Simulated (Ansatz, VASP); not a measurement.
**La2B4O9 (La2B4O9 (P-1)): VASP beside Ansatz**

One calculation is typed for both programs; each brings its own data sets. How far apart do they land? Of the first pair: The structure shown is the start of the Ansatz relaxation below; VASP solves that cell, so the two are compared at the walk's first step.

Calculated with Ansatz 0.2.0; plane waves, with VASP 6.6.1 beside it; single point at PBEsol.

## 1. Starting point

The cell holds 30 atoms: 4 La, 8 B and 18 O. Its edges and angles: a = 6.345 Å, b = 6.711 Å, c = 7.703 Å, α = 101.8°, β = 96.6°, γ = 102.6°.

## 2. Ansatz: relaxation, PBEsol

Ansatz runs on its PAW soft_1 files.

The two programs are compared at the cell with which this relaxation starts, whose forces are those of its first step.

input.yaml

```yaml
crystal:
  lattice:
    - [6.3451763, 0.0, 0.0]
    - [-1.4641364, 6.5488264, 0.0]
    - [-0.881276, -1.8100401, 7.435786]
  atoms:
    - { symbol: La, position: [0.11418044, 0.32082931, 0.6431855] }
    - { symbol: La, position: [0.45792985, 0.90665153, 0.71870212] }
    - { symbol: La, position: [0.54207015, 0.09334847, 0.28129788] }
    - { symbol: La, position: [0.88581956, 0.67917069, 0.3568145] }
    - { symbol: B, position: [0.00682019, 0.84438436, 0.81826829] }
    - { symbol: B, position: [0.27533286, 0.6647387, 0.01956204] }
    - { symbol: B, position: [0.37089709, 0.64202486, 0.34243477] }
    - { symbol: B, position: [0.3372372, 0.32984668, 0.07536542] }
    - { symbol: B, position: [0.6627628, 0.67015332, 0.92463458] }
    - { symbol: B, position: [0.62910291, 0.35797514, 0.65756523] }
    - { symbol: B, position: [0.72466714, 0.3352613, 0.98043796] }
    - { symbol: B, position: [0.99317981, 0.15561564, 0.18173171] }
    - { symbol: O, position: [0.06124552, 0.94240598, 0.68421787] }
    - { symbol: O, position: [0.14552546, 0.72304988, 0.86910981] }
    - { symbol: O, position: [0.23134976, 0.43868052, 0.96536981] }
    - { symbol: O, position: [0.22346978, 0.59359634, 0.46887976] }
    - { symbol: O, position: [0.24209348, 0.73204906, 0.2048941] }
    - { symbol: O, position: [0.1823586, 0.14861422, 0.11421403] }
    - { symbol: O, position: [0.43183773, 0.1895794, 0.56587953] }
    - { symbol: O, position: [0.49309263, 0.22553527, 0.98644341] }
    - { symbol: O, position: [0.54832586, 0.5336379, 0.75082675] }
    - { symbol: O, position: [0.45167414, 0.4663621, 0.24917325] }
    - { symbol: O, position: [0.50690737, 0.77446473, 0.01355659] }
    - { symbol: O, position: [0.56816227, 0.8104206, 0.43412047] }
    - { symbol: O, position: [0.8176414, 0.85138578, 0.88578597] }
    - { symbol: O, position: [0.75790652, 0.26795094, 0.7951059] }
    - { symbol: O, position: [0.77653022, 0.40640366, 0.53112024] }
    - { symbol: O, position: [0.76865024, 0.56131948, 0.03463019] }
    - { symbol: O, position: [0.85447454, 0.27695012, 0.13089019] }
    - { symbol: O, position: [0.93875448, 0.05759402, 0.31578213] }
basis:
  ecutwfc: 420
  xc_grid: 2
hamiltonian:
  xc: pbesol
  pseudopotentials: { kind: paw, azcp: { folder: soft_1 }, xc_functional: pbe }
kpoints:
  mp_grid: { grid: [5, 4, 4] }
scf:
  occupations: { method: fermi_dirac, width: 0.01 }
  max_iter: 150
output:
  forces: true
  stress: true
relax:
  f_tol: 0.01
  max_steps: 60
  cell: {}
checkpoint:
  write: "../pbesol.run"
  compress: false
  write_wavefunctions: false
  write_every: 100000
```

Launch:

```bash
> ansatz run input.yaml --threads 4 --pin off --max-ram 7536MiB --backend cpu --events-out ev --progress --plain --runs-dir out
```

Numbers of over 12 decimals in the logs are rounded to 6 here.

The log of the run:

```text
Engine: ansatz 0.2.0, aarch64-unknown-linux-gnu
Pseudopotentials: kind: paw
Pseudopotential: La, paw, valence charge 11, recommended cutoff 420 eV (normal), soft_1/La.paw.azcp
Pseudopotential: B, paw, valence charge 3, recommended cutoff 420 eV (normal), soft_1/B.paw.azcp
Pseudopotential: O, paw, valence charge 6, recommended cutoff 420 eV (normal), soft_1/O.paw.azcp
Functional definition: PBEsol
  exchange = pbesol_x
  correlation = pbesol_c
Crystal: 30 atoms, lattice volume = 308.983 Å³
Basis set: ecut = 420 eV, 6035 PW (Γ), exchange–correlation on 90×90×108 points (8 copies of the dense FFT grid, shifted against one another)
Bands: 118, of which v1, the nominal top of the filled ones, is band 88 counted from 1 (87 counted from 0)
Symmetry: 2 space group operations
Space group: P-1 (ITA 2), of the structure as read, at distance tolerance 6.8e-5 Å
k-points: 42 of 80
Non-local potential: La, projectors of the file, l = 0: 3, l = 1: 2, l = 2: 2, l = 3: 3
Non-local potential: B, projectors of the file, l = 0: 2, l = 1: 2, l = 2: 1
Non-local potential: O, projectors of the file, l = 0: 2, l = 1: 2, l = 2: 1
PAW form: soft (Blöchl's): semilocal exchange-correlation on the pseudo side does not see the compensation charge
PAW frozen core: La, regenerated for the run's functional, and the local potential with it (the file was generated under x = pbe(κ = 0.804, μ = 0.219515), c = pbe(β = 0.066725))
PAW frozen core: B, regenerated for the run's functional, and the local potential with it (the file was generated under x = pbe(κ = 0.804, μ = 0.219515), c = pbe(β = 0.066725))
PAW frozen core: O, regenerated for the run's functional, and the local potential with it (the file was generated under x = pbe(κ = 0.804, μ = 0.219515), c = pbe(β = 0.066725))
PAW one-centre angular grid: La, 590 points (default); XC on 64 Gauss nodes
PAW one-centre angular grid: B, 110 points (default); XC on 64 Gauss nodes
PAW one-centre angular grid: O, 110 points (default); XC on 64 Gauss nodes
Initial density: superposition of atomic densities (chi_scale 0.1, normalization cell, long waves kept (reshape's long-wave potential 0.38 eV rms))
Initial wavefunctions: pseudopotential atomic-orbital guess
Functional: x = pbesol(κ = 0.804, μ = 0.123457), c = pbesol(β = 0.046)
SCF iter   1: F=—  HF=-36015.612229 eV  |F-HF|=—  |Δ(HF+E_count)|=         —  Δρ=8.03e-2  dr2=5.27e1  ethr=3.10e-3  ⟨swp⟩=6.3  Hψ=19344  notcnv=0
preconditioner: auto → Resta (q_TF=auto, 2.484 Å⁻¹)  ε∞=8.4  [insulator: Δε(μ)=0.506 eV  Ē_g=10.043 eV  σ=0.010 eV  W_gap=1.00  n_scr=80 (ndim 8)  ℏωp=27.4 eV  f_vac=0.000  D(μ)=0.00/eV (n_scr^D=0)  ε∞_Penn≈8.4]
SCF iter   2: F=—  HF=-36010.417165 eV  |F-HF|=—  |Δ(HF+E_count)|=    5.20e0  Δρ=4.96e-2  dr2=2.20e1  ethr=3.10e-3  ⟨swp⟩=2.0  Hψ=9323  notcnv=0  defer=431
SCF iter   3: F=—  HF=-36006.429997 eV  |F-HF|=—  |Δ(HF+E_count)|=    3.99e0  Δρ=2.41e-2  dr2=4.41e0  ethr=3.10e-3  ⟨swp⟩=3.8  Hψ=14126  notcnv=0  defer=672
SCF iter   4: F=—  HF=-36005.338761 eV  |F-HF|=—  |Δ(HF+E_count)|=    1.09e0  Δρ=1.39e-2  dr2=8.14e-1  ethr=2.51e-3  ⟨swp⟩=3.5  Hψ=7006  notcnv=0  defer=676
SCF iter   5: F=—  HF=-36005.098040 eV  |F-HF|=—  |Δ(HF+E_count)|=   2.41e-1  Δρ=5.91e-3  dr2=8.25e-2  ethr=4.63e-4  ⟨swp⟩=6.0  Hψ=12122  notcnv=0  defer=715
SCF iter   6: F=—  HF=-36005.080615 eV  |F-HF|=—  |Δ(HF+E_count)|=   1.74e-2  Δρ=1.45e-3  dr2=6.37e-3  ethr=4.69e-5  ⟨swp⟩=5.0  Hψ=9170  notcnv=0  defer=715
SCF iter   7: F=—  HF=-36005.080722 eV  |F-HF|=—  |Δ(HF+E_count)|=   1.07e-4  Δρ=7.77e-4  dr2=2.51e-3  ethr=3.62e-6  ⟨swp⟩=6.0  Hψ=9992  notcnv=0  defer=715
SCF iter   8: F=—  HF=-36005.080146 eV  |F-HF|=—  |Δ(HF+E_count)|=   5.76e-4  Δρ=1.52e-4  dr2=2.25e-4  ethr=1.43e-6  ⟨swp⟩=4.4  Hψ=8645  notcnv=0  defer=714
SCF iter   9: F=—  HF=-36005.080121 eV  |F-HF|=—  |Δ(HF+E_count)|=   2.57e-5  Δρ=8.64e-5  dr2=2.02e-5  ethr=1.28e-7  ⟨swp⟩=3.1  Hψ=7938  notcnv=0  defer=714
SCF iter  10: F=—  HF=-36005.079787 eV  |F-HF|=—  |Δ(HF+E_count)|=   3.33e-4  Δρ=2.72e-5  dr2=2.68e-6  ethr=1.15e-8  ⟨swp⟩=2.0  Hψ=8803  notcnv=0  defer=714
SCF iter  11: F=—  HF=-36005.079788 eV  |F-HF|=—  |Δ(HF+E_count)|=   5.97e-7  Δρ=8.02e-6  dr2=3.26e-7  ethr=1.53e-9  ⟨swp⟩=2.0  Hψ=7307  notcnv=0  defer=714
SCF iter  12: F=-36005.079788 eV  HF=-36005.079788 eV  |F-HF|=1.59e-8  |Δ(HF+E_count)|=   1.11e-7  Δρ=3.75e-6  dr2=3.69e-8  ethr=5.68e-11  ⟨swp⟩=4.3  Hψ=16259  notcnv=0
SCF 1 converged in 12 iterations: F = -36005.079788 eV  dr2 = 3.69e-8
  greatest PAW one-centre occupation: 0.972 electrons in one spin orbital (limit 2), on the La atom at site 3 (counted from 0), in its partial waves of l = 0
relax step   1: F+E_penalty+E_count = -36005.07978794 eV  Δ(F+E_penalty+E_count) = +0.000e0 eV  max|allowed force component| = 1.951e-1 eV/Å  Δτ_max = 0.0000 Å  P = -1.509 GPa  Ω = 308.983 Å³  (12 SCF iters, dr2 threshold 1.00e-7 eV, accepted)
[...]
relax step   9: F+E_penalty+E_count = -36005.11207236 eV  Δ(F+E_penalty+E_count) = -4.026e-4 eV  max|allowed force component| = 2.452e-3 eV/Å  Δτ_max = 0.0009 Å  P = -0.007 GPa  Ω = 305.235 Å³  energy of the carried Pulay correction = +3.713e-4 eV  (6 SCF iters, dr2 threshold 1.38e-8 eV, accepted)
[...]
relax step  10: F+E_penalty+E_count = -36005.11166517 eV  Δ(F+E_penalty+E_count) = +4.072e-4 eV  max|allowed force component| = 2.469e-3 eV/Å  Δτ_max = 0.0000 Å  P = -0.008 GPa  Ω = 305.235 Å³  stress off target by 1.64e-2 GPa  SCF on the basis re-selected at this cell (its energy is not comparable with the rows above)  (4 SCF iters)
basis re-selected at this cell: Δ(F+E_penalty+E_count) = +4.072e-4 eV, ΔP = -0.001 GPa vs the last step (what re-selecting the basis moved, of the pressure what is left beyond the Pulay correction that the steps carried, after the strain that the cell walked since its last selection, with what the two solves' SCF thresholds leave and, on support functions, any second-order correction that the steps lacked; it is no m [...]
SCF converged after 4 iterations
Free energy (F): -36005.111665 eV
Harris-Foulkes:  -36005.111665 eV  (|F-HF|=0.00e0)
Internal energy: -36005.111665 eV  (E = F + TS)
E sigma→0 (E₀):  -36005.111665 eV
Fermi energy:    10.413654 eV
--- Per-component energies (eV) ---
  E_band       = -138.498905
  E_kinetic    = 4207.355005
  E_local      = -7741.396489  (includes V_loc(G=0)·N_el)
  E_nonlocal   = 1371.447616
  E_hartree    = 2833.523517
  E_xc         = -2107.247800
  E_vxc        = -2528.340190  (∫ρ·V_xc dr)
  E_paw        = -24753.441818  (= ΣΔE_a)
  E_vpaw       = -1114.626365  (= ΣTr[D̂ρ^β])
  E_aug_tail   = 0.014369  (compensation charges beyond the density's cutoff)
  E_ewald      = -9816.795079
  E_core_change = 1.429014  (= ΣΔE_core)
  E_smearing   = -0.000000  (= −TS)
  E_closure    = -0.000000  (closes the sum)
  Σ components = -36005.111665   (vs F -36005.111665, Δ=0.00e0)
--- Forces (eV/Å), atoms counted from 1 ---
  atom   1  La     0.00054972    -0.00022067    -0.00190566
  atom   2  La     0.00072296     0.00065905    -0.00162923
  atom   3  La    -0.00072296    -0.00065905     0.00162923
  atom   4  La    -0.00054972     0.00022067     0.00190566
  atom   5  B      0.00074010    -0.00012399    -0.00070154
  atom   6  B     -0.00036122    -0.00061515    -0.00111304
  atom   7  B      0.00123335     0.00019404     0.00043816
  atom   8  B     -0.00069558    -0.00072499     0.00246893
  atom   9  B      0.00069558     0.00072499    -0.00246893
  atom  10  B     -0.00123335    -0.00019404    -0.00043816
  atom  11  B      0.00036122     0.00061515     0.00111304
  atom  12  B     -0.00074010     0.00012399     0.00070154
  atom  13  O      0.00066577    -0.00064068     0.00056180
  atom  14  O     -0.00046982     0.00073534     0.00166518
  atom  15  O      0.00063037    -0.00014725     0.00148645
  atom  16  O      0.00002646     0.00020154    -0.00060174
  atom  17  O     -0.00002265    -0.00020703    -0.00066182
  atom  18  O      0.00231192     0.00054780    -0.00147403
  atom  19  O      0.00094371    -0.00036202     0.00062854
  atom  20  O      0.00087643     0.00076697    -0.00047449
  atom  21  O      0.00071810    -0.00094330     0.00118891
  atom  22  O     -0.00071810     0.00094330    -0.00118891
  atom  23  O     -0.00087643    -0.00076697     0.00047449
  atom  24  O     -0.00094371     0.00036202    -0.00062854
  atom  25  O     -0.00231192    -0.00054780     0.00147403
  atom  26  O      0.00002265     0.00020703     0.00066182
  atom  27  O     -0.00002646    -0.00020154     0.00060174
  atom  28  O     -0.00063037     0.00014725    -0.00148645
  atom  29  O      0.00046982    -0.00073534    -0.00166518
  atom  30  O     -0.00066577     0.00064068    -0.00056180
  max |Σ_I F_I| component: 1.08e-19 eV/Å
--- Stress (GPa, compression-positive) ---
       -0.008081       0.004284      -0.002771
        0.004287      -0.010823       0.004138
       -0.002766       0.004130      -0.006196
  P = ⅓ Tr σ = -0.0084 GPa (-0.084 kbar)
--- Relaxed structure (8 steps of the walk, 6 accepted, 2 SCFs on fresh bases) ---
  F+E_penalty+E_count = -36005.11166517 eV   max|allowed force component| = 2.469e-3 eV/Å   (the final SCF, on the basis selected at the relaxed cell)
  cell:  # Å, volume = 305.2353 Å³
    - [6.323037, -0.00389123, -0.00444478]
    - [-1.463044, 6.519182, 0.000747597]
    - [-0.882300, -1.801374, 7.406564]
  atoms:
    - { symbol: La, position: [0.115213, 0.321287, 0.642437] }
    - { symbol: La, position: [0.457197, 0.906175, 0.718359] }
    - { symbol: La, position: [0.542803, 0.093825, 0.281641] }
    - { symbol: La, position: [0.884787, 0.678713, 0.357563] }
    - { symbol: B, position: [0.00731398, 0.845065, 0.816794] }
    - { symbol: B, position: [0.275589, 0.664827, 0.019284] }
    - { symbol: B, position: [0.370828, 0.643248, 0.342434] }
    - { symbol: B, position: [0.337073, 0.329320, 0.075803] }
    - { symbol: B, position: [0.662927, 0.670680, 0.924197] }
    - { symbol: B, position: [0.629172, 0.356752, 0.657566] }
    - { symbol: B, position: [0.724411, 0.335173, 0.980716] }
    - { symbol: B, position: [0.992686, 0.154935, 0.183206] }
    - { symbol: O, position: [0.062352, 0.943349, 0.681904] }
    - { symbol: O, position: [0.146117, 0.722683, 0.867524] }
    - { symbol: O, position: [0.229768, 0.437687, 0.964779] }
    - { symbol: O, position: [0.222925, 0.593978, 0.469729] }
    - { symbol: O, position: [0.241769, 0.732909, 0.205317] }
    - { symbol: O, position: [0.182771, 0.147102, 0.115540] }
    - { symbol: O, position: [0.430830, 0.188245, 0.565135] }
    - { symbol: O, position: [0.492471, 0.224219, 0.986063] }
    - { symbol: O, position: [0.547017, 0.533146, 0.750228] }
    - { symbol: O, position: [0.452983, 0.466854, 0.249772] }
    - { symbol: O, position: [0.507529, 0.775781, 0.013937] }
    - { symbol: O, position: [0.569170, 0.811755, 0.434865] }
    - { symbol: O, position: [0.817229, 0.852898, 0.884460] }
    - { symbol: O, position: [0.758231, 0.267091, 0.794683] }
    - { symbol: O, position: [0.777075, 0.406022, 0.530271] }
    - { symbol: O, position: [0.770232, 0.562313, 0.035221] }
    - { symbol: O, position: [0.853883, 0.277317, 0.132476] }
    - { symbol: O, position: [0.937648, 0.056651, 0.318096] }
```

(Continued in part 2 of 3.)

[Lines on the potential files, build, host, timing and source positions are cut from VASP's logs without a mark.]

[Logs are printed without paths, hosts, clocks, repeated set-up lines and the standing remarks that a program may print on its own settings, such as how far it seeks lower states.]

[Hosts, paths, dates, database ids (printed as entryN), source tags and the programs' standing remarks are cut or masked in the printed files.]
